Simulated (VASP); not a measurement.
Consider the following.

```
CELL_PARAMETERS angstrom
      0.00000     3.19134     3.19134
      3.19134     0.00000     3.19134
      3.19134     3.19134     0.00000
ATOMIC_POSITIONS crystal
  Te 0.50000 0.50000 0.50000
  Pb 0.00000 0.00000 0.00000
```

These are LDA (Ceperley-Alder, Perdew-Zunger), VASP's LDA PAW potentials (set 64) (plane waves; VASP) values and carry that method's errors. Settings: 520 eV cut-off, 7×7×7 Γ-centred mesh, Gaussian smearing of 0.050 eV, potentials Te Pb_d.

Q: What does the run give for the energy per atom (σ→0)?

A: 
```yaml
energy per atom (σ→0): -4.388 eV/atom
```

Only differences to runs with the same potentials and settings are physical.

The compound is PbTe in the rock salt structure. It was relaxed first.
